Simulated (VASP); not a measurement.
Consider the following.

```
TiO2
1.0
    2.66945    -2.66853    -0.00801
    2.66945     2.66853    -0.00801
   -2.61215     0.00000     4.79008
Ti O
2 4
Direct
  0.12806   0.87194   0.25000
  0.87194   0.12806   0.75000
  0.33100   0.08653   0.66506
  0.66900   0.91347   0.33494
  0.91347   0.66900   0.83494
  0.08653   0.33100   0.16506
```

Computed with PBEsol GGA, VASP's PBE PAW potentials (set 64) (plane waves; VASP). Run with 520 eV cut-off, Gaussian smearing of 0.050 eV, potentials Ti_sv O.

Task: What does the run give for the band gap (along the path) with the smallest direct gap where there is one?

Result: 
- band gap (along the path): 2.08 eV
- smallest direct gap (along the path): 2.41 eV

Total energies compare only between runs with the same potentials, cut-off and functional.

The structure comes from a computed database's TiO2 entry (C2/c); how it stands against other phases isn't given here. It was relaxed first.
